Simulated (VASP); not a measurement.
Input:

```
MgTe
1.0
    2.29417    -3.97363     0.00000
    2.29417     3.97363     0.00000
    0.00000     0.00000     7.46679
Mg Te
2 2
Direct
  0.66667   0.33333   0.49975
  0.33333   0.66667   0.99975
  0.66667   0.33333   0.87625
  0.33333   0.66667   0.37625
```

Level of theory: optB88-vdW, VASP's PBE PAW potentials (set 64) (plane waves; VASP 6.6.1). Run with 520 eV cut-off, Gaussian smearing of 0.050 eV, potentials Mg Te.

Unless said otherwise, spin-orbit coupling is left out, though it shifts the bands of the heavy elements here.

### Question
Give the energies of bands 3 to 11 at the high-symmetry points, in eV from the valence-band maximum.

### Answer

| band | Γ | M | K | A | L | H |
|---|---|---|---|---|---|---|
| 3 | -3.18 | -3.02 | -2.52 | -1.97 | -3.10 | -2.89 |
| 4 | -0.48 | -2.57 | -2.52 | -1.97 | -3.10 | -2.89 |
| 5 | -0.48 | -1.91 | -2.30 | -0.26 | -0.87 | -1.89 |
| 6 | -0.01 | -1.20 | -1.37 | -0.26 | -0.87 | -1.89 |
| 7 | -0.01 | -0.97 | -1.37 | -0.26 | -0.86 | -0.61 |
| 8 | 0.00 | -0.43 | -1.33 | -0.26 | -0.86 | -0.61 |
| 9 | 2.42 | 3.19 | 3.56 | 3.44 | 3.22 | 3.91 |
| 10 | 2.98 | 3.88 | 5.65 | 3.44 | 3.22 | 3.91 |
| 11 | 5.29 | 4.25 | 5.65 | 5.55 | 4.30 | 5.13 |

The gap is direct, 2.41 eV, from the valence maximum at Γ to the conduction minimum at Γ.

The compound is MgTe in the wurtzite structure. It was relaxed first.
